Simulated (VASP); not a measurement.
A run of VASP 6.6.1:

INCAR

```
ALGO = Normal
EDIFF = 1E-7
EDIFFG = -0.005
ENCUT = 520
GGA = PE
IBRION = 2
ISIF = 3
ISMEAR = 0
KPAR = 8
LASPH = T
LCHARG = F
LREAL = F
LWAVE = F
NELM = 120
NSW = 60
POTIM = 0.3
PREC = Accurate
SIGMA = 0.1
```

KPOINTS

```
k-points
0
Gamma
  8 8 4
```

Contents of POSCAR:

```
LaLuN2                                  
1.0
    3.5514127591     -0.0000000000     -0.0000000000
   -0.0000000000      3.5514127591      0.0000000000
   -0.0000000000      0.0000000000     10.3966428635
  La              Lu              N             
     2     2     4
Direct
     0.0000000000000000    0.5000000000000000    0.8534532020101890
     0.5000000000000000    0.0000000000000000    0.1465467979898108
     0.0000000000000000    0.5000000000000000    0.3884602857116729
     0.5000000000000000    0.0000000000000000    0.6115397142883272
     0.5000000000000000    0.0000000000000000    0.8357046874415384
     0.0000000000000000    0.5000000000000000    0.6123410456232559
     0.5000000000000000    0.0000000000000000    0.3876589543767441
     0.0000000000000000    0.5000000000000000    0.1642953125584618
```

Potentials or basis: VASP PAW PBE potentials, release 64 (La, Lu, N).

Command:

```console
$ cat potpaw_PBE.64/La/POTCAR potpaw_PBE.64/Lu/POTCAR potpaw_PBE.64/N/POTCAR > POTCAR
$ mpirun -np 8 vasp_std > vasp.out
```

Hardware: 8 MPI ranks on Intel(R) Xeon(R) Platinum 8559C (Emerald Rapids) (shared host).

Estimate the wall time of this run.

Wall time 3.2 min on 8 MPI ranks on Intel(R) Xeon(R) Platinum 8559C (Emerald Rapids), with other jobs on the host, peak memory 0.48 GiB a rank. Counts: scf iterations 58, k points 45, ion steps 7.
